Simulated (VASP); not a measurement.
All values below come from LDA (Ceperley-Alder, Perdew-Zunger), VASP's LDA PAW potentials (set 64) (plane waves; VASP 6.6.1).

VASP ran on this input.

### INCAR
```
PREC  =  Accurate
NELM  =  100
ALGO  =  Normal
ISIF  =  2
LASPH  =  T   ! aspherical one-centre terms
ENCUT  =  300   ! plane-wave cut-off (eV)
SIGMA  =  0.1
LMAXMIX  =  4   ! l cut-off of mixed one-centre charges
LCHARG  =  F
EDIFF  =  1E-6   ! SCF stop (eV)
LREAL  =  F   ! projection in real space or not
LWAVE  =  F
SYSTEM  =  TiSi2
ISMEAR  =  0
```

KPOINTS:
```
Automatic mesh
0
Gamma
7 7 6
0 0 0
```

File POSCAR:
```
TiSi2
1
    1.7737540000    -6.7924000000     0.0000000000
    1.7737540000     6.7924000000     0.0000000000
    0.0000000000     0.0000000000     3.5826390000
Ti Si
2 4
Direct
  0.8968800000   0.1031200000   0.7500000000
  0.1031200000   0.8968800000   0.2500000000
  0.5582500000   0.4417500000   0.7500000000
  0.4417500000   0.5582500000   0.2500000000
  0.2496900000   0.7503100000   0.7500000000
  0.7503100000   0.2496900000   0.2500000000
```

POTCAR, in this order: Ti_sv Si (LDA.64 set). Program: vasp_std.

At this cut-off the stress carries a Pulay error, which pulls relaxed volumes low. Gaps are read on the run's mesh, which can miss a band edge.

Task: Predict the energy per atom (σ→0), pressure, largest force, band gap (on the k-mesh).

Result: 
```yaml
energy per atom (σ→0): -7.480 eV/atom
band gap (on the k-mesh): none (metal, semimetal or under 0.01 eV)
pressure: -73.0 kbar
largest_force: 0.067 eV/Å
```

File OSZICAR:
```
...
DAV:   8    -0.448902347697E+02    0.12194E+00   -0.12218E+00  4336   0.769E+00    0.883E-01
DAV:   9    -0.448844722030E+02    0.57626E-02   -0.74136E-02  4248   0.209E+00    0.522E-01
DAV:  10    -0.448846057662E+02   -0.13356E-03   -0.84836E-03  4464   0.706E-01    0.159E-01
DAV:  11    -0.448844852092E+02    0.12056E-03   -0.17411E-03  4312   0.271E-01    0.231E-02
DAV:  12    -0.448844797027E+02    0.55065E-05   -0.16681E-04  4352   0.855E-02    0.118E-02
DAV:  13    -0.448844774491E+02    0.22536E-05   -0.17319E-05  4208   0.322E-02    0.184E-03
DAV:  14    -0.448844774873E+02   -0.38151E-07   -0.47281E-07  2920   0.507E-03
   1 F= -.44884477E+02 E0= -.44880300E+02  d E =-.835518E-02
```

The structure comes from a computed database's TiSi2 entry; how it stands against other phases isn't given here. The cell was not relaxed at this level. The run is one of a series of settings (KPOINTS 7×7×6 Γ-centred mesh against the base run), some of them coarse on purpose.
